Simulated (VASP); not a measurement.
P:

```
P
1.0
     1.65884   -5.09887    0.00000
     1.65884    5.09887    0.00000
     0.00000    0.00000    4.17130
P
4
Direct
  0.10605 0.89395 0.07264
  0.60605 0.39395 0.42736
  0.89395 0.10605 0.92736
  0.39395 0.60605 0.57264
```

Program: VASP 6.6.1. Alike in all runs: task single point; no spin polarisation; cell as given; smearing gaussian 0.02 eV.

Problem. Order these runs on this cell by their pressure, lowest first.
A. level LDA; potentials or basis VASP PAW LDA potentials, release 64 (P); k mesh 10 × 10 × 7; cutoff (eV) 450
B. level PBE0; potentials or basis VASP PAW PBE potentials, release 64 (P); k mesh 6 × 6 × 5; cutoff (eV) 450; grid for exact exchange (PRECFOCK) Fast; exchange at q = 0 truncated
C. level PBE; potentials or basis VASP PAW PBE potentials, release 64 (P); k mesh 10 × 10 × 7; cutoff (eV) 300

Solution. A (-1.1 GPa), B (0.9 GPa), C (3.5 GPa).

Caveats: the PAW data sets were made with another functional, which shifts forces and pressure a little (some runs); the cutoff is under 1.25 times the usual one of these potentials, so pressure, stress and relaxed cells hold a basis-set (Pulay) error (some runs).
